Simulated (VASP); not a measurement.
All values below come from revTPSS meta-GGA, VASP's PBE PAW potentials (set 64) (plane waves; VASP).

VASP ran on this input.

### KPOINTS
```
Automatic mesh
0
Gamma
12 12 12
0 0 0
```

File POSCAR:
```
AlN
1
   -0.0000000000     2.1915959773     2.1915959773
    2.1915959773    -0.0000000000     2.1915959773
    2.1915959773     2.1915959773    -0.0000000000
Al N
1 1
Direct
  0.0000000000   0.0000000000   0.0000000000
  0.2500000000   0.2500000000   0.2500000000
```

### INCAR
```
SYSTEM = AlN
PREC = Accurate; ENCUT = 520; LREAL = .FALSE.
LASPH = .TRUE.
EDIFF = 1E-7; NELM = 100; ALGO = Normal
LMIXTAU = .TRUE.
ISMEAR = -5
METAGGA = RTPSS
ISIF = 2
LWAVE = .FALSE.; LCHARG = .FALSE.; LORBIT = 11
NEDOS = 601
```

KPOINTS_OPT:
```
k-points along high-symmetry lines
10
Line-mode
Reciprocal
  0.000000   0.000000   0.000000 ! GAMMA
 -0.500000  -0.500000   0.000000 ! X

 -0.500000  -0.500000   0.000000 ! X
 -0.375000  -0.375000   0.250000 ! U

 -0.375000  -0.000000   0.375000 ! K
  0.000000   0.000000   0.000000 ! GAMMA

  0.000000   0.000000   0.000000 ! GAMMA
 -0.000000  -0.000000   0.500000 ! L

 -0.000000  -0.000000   0.500000 ! L
 -0.500000  -0.250000   0.250000 ! W

 -0.500000  -0.250000   0.250000 ! W
 -0.500000  -0.500000   0.000000 ! X
```

POTCAR, in this order: Al N (PBE.64 set). Program: vasp_std.

Question: Estimate the energy per atom (σ→0), band gap (over mesh and band path).

Answer: 
- energy per atom (σ→0): -8.939 eV/atom
- band gap (over mesh and band path): 3.22 eV

**OSZICAR**
```
...
DAV:  16    -0.178771988040E+02    0.64850E-05   -0.38343E-07  1680   0.110E-02    0.254E-02
DAV:  17    -0.178772298567E+02   -0.31053E-04   -0.63296E-06  1160   0.340E-02    0.777E-03
DAV:  18    -0.178772012088E+02    0.28648E-04   -0.53379E-06  1168   0.420E-02    0.265E-03
DAV:  19    -0.178772021017E+02   -0.89285E-06   -0.12224E-07  1264   0.544E-03    0.257E-03
DAV:  20    -0.178772001943E+02    0.19074E-05   -0.62256E-07  1168   0.149E-02    0.964E-04
DAV:  21    -0.178772002875E+02   -0.93168E-07   -0.21237E-08   632   0.187E-03
   1 F= -.17877200E+02 E0= -.17877200E+02  d E =0.000000E+00
       N       E                     dE             ncg
```

The compound is AlN in the zinc blende structure, a metastable form; wurtzite is the usual one. It was relaxed first.
